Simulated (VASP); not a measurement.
# CsSnI$_{3}$ (cubic perovskite): computed properties

Calculation: PBEsol GGA, VASP's PBE PAW potentials (set 64) (plane waves; VASP 6.6.1).

| Item | Result |
|---|---|
| space group | Pm-3m (221) |
| cell | a = b = c = 6.157 Å, α = β = γ = 90.00° |
| volume per atom | 46.68 Å³/atom |
| band gap (over mesh and band path) | 0.14 eV |
| smallest direct gap (over mesh and band path) | 0.14 eV |
| band-edge character | direct, R to R |
| density | 4.50 g/cm³ |
| optical Γ-point spectrum | 10 (×3), 26 (×3), 43 (×3), 75 (×3) cm⁻¹ |

CsSnI3 is modelled in the cubic space group Pm-3m (No. 221), the cubic perovskite structure, Pearson symbol cP5. Cell: a = b = c = 6.157 Å, α = β = γ = 90.00°. Cs on 1a is coordinated by 12 I at 4.354 Å (cuboctahedral). Sn on 1b is surrounded by 6 I at 3.078 Å (octahedral). I on 3c has 2 Sn at 3.078 Å and 4 Cs at 4.354 Å (octahedral). (Neighbours: up to the widest gap in distance over summed covalent radii, below 1.35, at either atom; cation-cation and far metal-metal contacts left out.)

Unless said otherwise, spin-orbit coupling is left out, though it shifts the bands of the heavy elements here.

The compound is CsSnI3 in the cubic perovskite structure, the ideal cubic form; the compound distorts at low or room temperature. It was relaxed first. Symmetry was kept, so distortions that lower it aren't found.
